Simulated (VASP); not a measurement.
# Na2LiCl5 (P1) in VASP: a series of runs

Runs on Na2LiCl5. Level: LDA. Tasks: single point.

Everything below comes from runs of VASP 6.6.1. Logs are shortened: lines on timing, memory, paths and dates and some standing lists are left out, and cuts for length are marked.

### Step 1. The structure

The typed cell holds 16 atoms: a = 7.646 Å, b = 6.628 Å, c = 8.593 Å, α = 91.96°, β = 89.92°, γ = 87.32°.

The cell was built by a generator and needn't be a form met in nature.

### Step 2. Single point, LDA

Input file INCAR:

```
PREC = Accurate
ENCUT = 520
EDIFF = 1E-6
ISMEAR = -1
SIGMA = 0.05
LREAL = Auto
LASPH = T
NELM = 100
ALGO = Fast
ISIF = 2
LWAVE = F
LCHARG = T
GGA = CA
LELF = T
LVHAR = T
NBANDS = 66
```

Input file KPOINTS:

```
regular mesh
0
Gamma
  2 2 2
```

Input file POSCAR:

```
Na2LiCl5
1.0
    7.6445406500      0.1584911500      0.0472733300
    0.1728484200      6.6247109300     -0.1036043200
   -0.0378635200     -0.1591173200      8.5911987500
Na Li Cl
4 2 10
Direct
    0.5057739783     -0.0087563852      0.1535042104
    0.0222960743      0.4926704604      0.4614086920
    0.5419195816      0.0180324657      0.6967961134
    0.8727482196      0.5603970545      0.9235535194
    0.3548071339      0.5666323909      0.8956132750
    0.0774900775      0.0921859176      0.8366691139
    0.5445147053      0.5003329699      0.4649214562
    0.0119849566      0.9614196157      0.1731838245
    0.1797419405      0.7311610599      0.7116772202
    0.9046572452      0.2413982558      0.6890376901
    0.6860242563      0.7723171779      0.4432001698
    0.3450023351      0.1650859531      0.4308426934
    0.1620747321      0.6495832849      0.1783331834
    0.8455512499      0.2446960660      0.1781458666
    0.3276107269      0.2369054419      0.9346529409
    0.6038464760      0.7960753146      0.9314583728
```

Potentials or basis: VASP PAW LDA potentials, release 64 (Na_pv, Li_sv, Cl).

On the command line:

```console
> cat potpaw_LDA.64/Na_pv/POTCAR potpaw_LDA.64/Li_sv/POTCAR potpaw_LDA.64/Cl/POTCAR > POTCAR
> mpirun -np 1 vasp_std > vasp.out
```

OUTCAR:

```text
PREC = Accurate
   ENCUT = 520
   EDIFF = 1E-6
   ISMEAR = -1
   LREAL = Auto
   LASPH = T
   NELM = 100
   ISIF = 2
   GGA = CA

 ion  position               nearest neighbor table
   1  0.506  0.991  0.154-  16 2.37
   2  0.022  0.493  0.461-
   3  0.542  0.018  0.697-  16 2.57
   4  0.873  0.560  0.924-  16 2.52
   5  0.355  0.567  0.896-  15 2.24   9 2.34  16 2.50
   6  0.077  0.092  0.837-  10 2.07  15 2.33
   7  0.545  0.500  0.465-  11 2.16
   8  0.012  0.961  0.173-  14 2.22  13 2.32
   9  0.180  0.731  0.712-   5 2.34
  10  0.905  0.241  0.689-   6 2.07
  11  0.686  0.772  0.443-   7 2.16
  12  0.345  0.165  0.431-
  13  0.162  0.650  0.178-   8 2.32
  14  0.846  0.245  0.178-   8 2.22
  15  0.328  0.237  0.935-   5 2.24   6 2.33
  16  0.604  0.796  0.931-   1 2.37   5 2.50   4 2.52   3 2.57

  LATTYP: Found a triclinic cell.
 ALAT       =    18.6298722988
 B/A-ratio  =     0.9678245771
 C/A-ratio  =     1.0668561621
 COS(alpha) =     0.0000313924
 COS(beta)  =     0.6730948719
 COS(gamma) =     0.7367050176

  Lattice vectors:

 A1 = (   0.2485754600,   6.9429455700, -17.2860018200)
 A2 = (   8.0281010100,  13.5670303300,  -8.7511340600)
 A3 = (  -7.7416620300,  -6.4649674400, -17.1260665100)

Analysis of symmetry for initial positions (statically):
=====================================================================
 Subroutine PRICEL returns:
 Original cell was already a primitive cell.

 Routine SETGRP: Setting up the symmetry group for a
 triclinic supercell.

 Subroutine GETGRP returns: Found  1 space group operations
 (whereof  1 operations were pure point group operations)
 out of a pool of  2 trial point group operations.

The static configuration has the point symmetry C_1 .

Analysis of symmetry for dynamics (positions and initial velocities):
=====================================================================
 Subroutine PRICEL returns:
 Original cell was already a primitive cell.

 Routine SETGRP: Setting up the symmetry group for a
 triclinic supercell.

 Subroutine GETGRP returns: Found  1 space group operations
 (whereof  1 operations were pure point group operations)
 out of a pool of  2 trial point group operations.

The dynamic configuration has the point symmetry C_1 .

 Subroutine INISYM returns: Found  1 space group operations
 (whereof  1 operations are pure point group operations),
 and found     1 'primitive' translations

----------------------------------------------------------------------------------------

                                     Primitive cell

  volume of cell :     434.7328

  direct lattice vectors                    reciprocal lattice vectors
     7.644540650  0.158491150  0.047273330     0.130879762 -0.003406811  0.000513722
     0.172848420  6.624710930 -0.103604320    -0.003149408  0.151075697  0.002784188
    -0.037863520 -0.159117320  8.591198750    -0.000758150  0.001840622  0.116428941

  length of vectors
     7.646329574  6.627775293  8.592755549     0.130925103  0.151134168  0.116445957

  position of ions in fractional coordinates (direct lattice)
     0.505773978  0.991243615  0.153504210
     0.022296074  0.492670460  0.461408692
     0.541919582  0.018032466  0.696796113
     0.872748220  0.560397055  0.923553519
     0.354807134  0.566632391  0.895613275
     0.077490078  0.092185918  0.836669114
[... 8 lines left out ...]
     0.327610727  0.236905442  0.934652941
     0.603846476  0.796075315  0.931458373

  ion indices of the primitive-cell ions
   primitive index   ion index
                 1           1
                 2           2
                 3           3
                 4           4
                 5           5
                 6           6
[... 8 lines left out ...]
                15          15
                16          16

----------------------------------------------------------------------------------------

 KPOINTS: regular mesh

Automatic generation of k-mesh.
 Grid dimensions read from file:
 generate k-points for:    2    2    2

 Generating k-lattice:

  Cartesian coordinates                     Fractional coordinates (reciprocal lattice)
     0.065439881 -0.001703405  0.000256861     0.500000000 -0.000000000 -0.000000000
    -0.001574704  0.075537849  0.001392094     0.000000000  0.500000000  0.000000000
    -0.000379075  0.000920311  0.058214470     0.000000000  0.000000000  0.500000000

  Length of vectors
     0.065462551  0.075567084  0.058222978

  Shift w.r.t. Gamma in fractional coordinates (k-lattice)
     0.000000000  0.000000000  0.000000000

 Subroutine IBZKPT returns following result:
 ===========================================

 Found      8 irreducible k-points:

 Following reciprocal coordinates:
            Coordinates               Weight
  0.000000  0.000000  0.000000      1.000000
  0.500000 -0.000000 -0.000000      1.000000
 -0.000000  0.500000  0.000000      1.000000
  0.500000  0.500000 -0.000000      1.000000
  0.000000  0.000000  0.500000      1.000000
  0.500000 -0.000000  0.500000      1.000000
  0.000000  0.500000  0.500000      1.000000
  0.500000  0.500000  0.500000      1.000000
   k-points           NKPTS =      8   k-points in BZ     NKDIM =      8   number of bands    NBANDS=     66
   number of dos      NEDOS =    301   number of ions     NIONS =     16
   total plane-waves  NPLWV = 192000
   dimension x,y,z NGX =    60 NGY =   50 NGZ =   64
   dimension x,y,z NGXF=   120 NGYF=  100 NGZF=  128
   ions per type =               4   2  10
   NGX,Y,Z   is equivalent  to a cutoff of  13.05, 12.54, 12.38 a.u.
   NGXF,Y,Z  is equivalent  to a cutoff of  26.09, 25.08, 24.76 a.u.
 SYSTEM =  unknown system
   PREC   = accura    normal or accurate (medium, high low for compatibility)
   ISTART =      0    job   : 0-new  1-cont  2-samecut
   ICHARG =      2    charge: 1-file 2-atom 10-const
   ISPIN  =      1    spin polarized calculation?
   LNONCOLLINEAR =      F non collinear calculations
   LSORBIT =      F    spin-orbit coupling
   LASPH  =      T    aspherical Exc in radial PAW
   ENCUT  =  520.0 eV  38.22 Ry    6.18 a.u.  14.22 12.32 15.98*2*pi/ulx,y,z
   NELM   =    100;   NELMIN=  2; NELMDL= -5     # of ELM steps
   EDIFF  = 0.1E-05   stopping-criterion for ELM
   LREAL  =      T    real-space projection
   EDIFFG = 0.1E-04   stopping-criterion for IOM
   NSW    =      0    number of steps for IOM
   IBRION =     -1    ionic relax: 0-MD 1-quasi-New 2-CG
   NFREE  =      0    steps in history (QN), initial steepest desc. (CG)
   ISIF   =      2    stress and relaxation
   ISYM   =      2    0-nonsym 1-usesym 2-fastsym
   POTIM  = 0.5000    time-step for ionic-motion
   TEBEG  =    0.0;   TEEND  =   0.0 temperature during run
   PSTRESS=    0.0 pullay stress
   NELECT =     104.0000    total number of electrons
   NUPDOWN=      -1.0000    fix difference up-down
   EMIN   =  10.00;   EMAX   =-10.00  energy-range for DOS
   EFERMI =   0.00;   METHOD = LEGACY
   ISMEAR =    -1;   SIGMA  =   0.05  broadening in eV -4-tet -1-fermi 0-gaus
   EFERMI_NEDOS =   21; number of points for ismear=-14 and -15
   IALGO  =     68    algorithm
   IMIX   =      4    mixing-type and parameters
     AMIX     =   0.40;   BMIX     =  1.00
     AMIX_MAG =   1.60;   BMIX_MAG =  1.00
  volume/ion in A,a.u.               =      27.17       183.36
  Fermi-wavevector in a.u.,A,eV,Ry     =   1.016276  1.920484 14.052337  1.032818
  Thomas-Fermi vector in A             =   2.149611
   LORBIT       =      0    0 simple, 1 ext, 2 COOP (PROOUT), +10 PAW based schemes
   GGA     = CA    functional components
   LHFCALC =     F    Hartree Fock is set to
   AEXX    =    0.0000 exact exchange contribution
   IVDW    =     0    specifies the selected vdW correction
   LEPSILON=     F    determine dielectric tensor
   LRPA    =     F    only Hartree local field effects (RPA)
 non-spin polarized calculation
 RMM-DIIS sequential band-by-band and
  energy-cutoff  :      520.00
  volume of cell :      434.73
 maximum number of plane-waves:     11744
 NGX is ok and might be reduce to    60
   NGX = 29   NGY = 25   NGZ = 31

 number of electron     103.9999975 magnetization

 Free energy of the ion-electron system (eV)
  ---------------------------------------------------
  ext. energy  EPLUGINS =         0.00000000
  ---------------------------------------------------
  free energy    TOTEN  =       -52.12363697 eV

  energy without entropy =      -52.12363697  energy(sigma->0) =      -52.12363697

 E-fermi :  -0.3610     XC(G=0):  -7.8149

 val. band max:       -1.4051648740   @ k =   0.0000   0.0000   0.5000
 cond. band min:       0.6890056247   @ k =   0.5000  -0.0000  -0.0000
 fundamental gap:      2.0941704988
 Fermi energy:        -0.3609811063

 k-point     1 :       0.0000    0.0000    0.0000
  band No.  band energies     occupation
      1     -44.0438      2.00000
      2     -43.9192      2.00000
      3     -23.2591      2.00000
      4     -23.2577      2.00000
      5     -23.2413      2.00000
      6     -23.0339      2.00000
[... 56 lines left out ...]
     63       6.4244      0.00000
     64       6.7701      0.00000

 k-point     2 :       0.5000   -0.0000   -0.0000
  band No.  band energies     occupation
      1     -44.0438      2.00000
      2     -43.9192      2.00000
      3     -23.2591      2.00000
      4     -23.2577      2.00000
      5     -23.2413      2.00000
      6     -23.0339      2.00000
[... 56 lines left out ...]
     63       6.1584      0.00000
     64       6.6382      0.00000

 k-point     3 :      -0.0000    0.5000    0.0000
  band No.  band energies     occupation
      1     -44.0438      2.00000
      2     -43.9192      2.00000
      3     -23.2591      2.00000
      4     -23.2577      2.00000
      5     -23.2413      2.00000
      6     -23.0339      2.00000
[... 324 lines left out ...]
     63       6.3030      0.00000
     64       6.5883      0.00000

 k-point     8 :       0.5000    0.5000    0.5000
  band No.  band energies     occupation
      1     -44.0438      2.00000
      2     -43.9192      2.00000
      3     -23.2591      2.00000
      4     -23.2577      2.00000
      5     -23.2413      2.00000
      6     -23.0339      2.00000
[... 56 lines left out ...]
     63       6.2616      0.00000
     64       6.5576      0.00000
 [bands above 64 left out]

------------------------ aborting loop because EDIFF is reached ----------------------------------------

  FORCE on cell =-STRESS in cart. coord.  units (eV):
  Direction    XX          YY          ZZ          XY          YZ          ZX
  --------------------------------------------------------------------------------------
  -------------------------------------------------------------------------------------
  Total       -5.9842991     -5.8177667     -5.8177517     -3.8458223     -0.1600983      0.1361342
  in kB      -22.0547168    -21.4409734    -21.4409178    -14.1735099     -0.5900311      0.5017130
  external PRESSURE =     -21.6455360 kB  Pullay stress =       0.0000000 kB

 VOLUME and BASIS-vectors are now :
 -----------------------------------------------------------------------------
  energy-cutoff  :      520.00
  volume of cell :      434.73
      direct lattice vectors                 reciprocal lattice vectors
     7.644540650  0.158491150  0.047273330     0.130879762 -0.003406811  0.000513722
     0.172848420  6.624710930 -0.103604320    -0.003149408  0.151075697  0.002784188
    -0.037863520 -0.159117320  8.591198750    -0.000758150  0.001840622  0.116428941

 POSITION                                       TOTAL-FORCE (eV/Angst)
 -----------------------------------------------------------------------------------
      4.03193      6.62244      1.24000        -0.420905      0.757180      0.950556
      0.23813      3.19391      3.91406         0.232801     -0.122067      0.102168
      4.11946      0.09448      6.01006        -0.225835      0.310386     -0.310223
      6.73365      3.70384      7.91763         0.517582     -0.295420     -0.093518
      2.77637      3.66750      7.65246        -0.112479      0.327351     -0.069091
      0.57663      0.48986      7.18210         0.749410     -0.678059      0.261270
[... 8 lines left out ...]
      2.50999      1.47263      8.02073         0.082507     -0.158558     -0.086927
      4.71846      5.22126      7.94841         0.065081     -0.825853     -0.548122
 -----------------------------------------------------------------------------------
    total drift:                               -0.000445      0.001135      0.003519

  FREE ENERGIE OF THE ION-ELECTRON SYSTEM (eV)
  ---------------------------------------------------
  free  energy   TOTEN  =       -52.1236369726 eV

  energy  without entropy=      -52.1236369705  energy(sigma->0) =      -52.12363697
```

It took 9.4 min on 1 thread of Intel Xeon 6975P-C (Granite Rapids), shared host; peak memory 0.42 GiB.

Results:

```
Free energy            : -52.1236 eV
Largest force          : 1.286 eV/Å
Band gap on the k mesh : 2.09 eV, indirect (least direct gap 2.11 eV)
```

Forces in eV/Å, atoms in the order of the input:
```
Na  -0.421  0.757  0.951
Na   0.233 -0.122  0.102
Na  -0.226  0.310 -0.310
Na   0.518 -0.295 -0.094
Li  -0.112  0.327 -0.069
Li   0.749 -0.678  0.261
Cl  -0.415 -0.362 -0.438
Cl  -0.026 -0.337 -0.071
Cl  -0.230  0.097  0.423
Cl  -0.749  0.549 -0.212
Cl   0.039 -0.359  0.163
Cl   0.598  0.685  0.226
Cl   0.077  0.063 -0.235
Cl  -0.182  0.350 -0.061
Cl   0.083 -0.159 -0.087
Cl   0.065 -0.826 -0.548
```

Levels at points of the mesh, in eV from the valence-band top:
```
           k point  band 49  band 50  band 51  band 52  band 53  band 54  band 55  band 56
(0.00, 0.00, 0.00)    -0.27    -0.19    -0.17    -0.02     2.12     2.75     4.34     6.29
(0.50, 0.00, 0.00)    -0.33    -0.14    -0.10    -0.01     2.09     2.70     5.23     5.58
(0.00, 0.50, 0.00)    -0.41    -0.33    -0.23    -0.09     2.12     2.74     5.26     5.61
(0.50, 0.50, 0.00)    -0.37    -0.35    -0.21    -0.10     2.14     2.78     5.75     5.98
(0.00, 0.00, 0.50)    -0.29    -0.21    -0.17     0.00     2.12     2.75     5.05     5.49
(0.50, 0.00, 0.50)    -0.36    -0.15    -0.12    -0.02     2.10     2.71     5.61     6.06
(0.00, 0.50, 0.50)    -0.39    -0.37    -0.23    -0.09     2.12     2.75     5.77     6.05
(0.50, 0.50, 0.50)    -0.38    -0.36    -0.26    -0.11     2.14     2.78     6.02     6.34
```

Caveat: the k mesh is coarse (spacing up to 0.47 Å⁻¹), so the values aren't converged; the cutoff is under 1.25 times the usual one of these potentials, so pressure, stress and relaxed cells hold a basis-set (Pulay) error; forces of over 1 eV/Å show positions far from the minimum, so gaps and moduli don't describe the material at rest. A hybrid or GW would open this gap; LDA tends to underestimate it.

(Continued in part 2 of 2.)
